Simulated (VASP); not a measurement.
Input:

```
Al2Au
1.0
    0.00000     3.04317     3.04317
    3.04317     0.00000     3.04317
    3.04317     3.04317     0.00000
Al Au
2 1
Direct
  0.25000   0.25000   0.25000
  0.75000   0.75000   0.75000
  0.00000   0.00000   0.00000
```

Calculation: PBE GGA, VASP's PBE PAW potentials (set 64) (plane waves; VASP 6.6.1). Run with 300 eV cut-off, 9×9×9 Γ-centred mesh, Fermi-Dirac smearing of 0.10 eV, potentials Al Au.

At this cut-off the stress carries a Pulay error, which pulls relaxed volumes low. Unless said otherwise, spin-orbit coupling is left out, though it shifts the bands of the heavy elements here.

### Question
What does the run give for the energy per atom (σ→0), pressure, band gap (on the k-mesh) with the smallest direct gap where there is one?

### Answer

| Property | Value |
|---|---|
| band gap (on the k-mesh) | none (metal, semimetal or under 0.01 eV) |
| energy per atom (σ→0) | -4008 meV/atom |
| pressure | -1.68 GPa |

The structure comes from a computed database's Al2Au entry; how it stands against other phases isn't given here. The cell was not relaxed at this level. The electron count is odd and the run is not spin-polarised, which forces a metal.
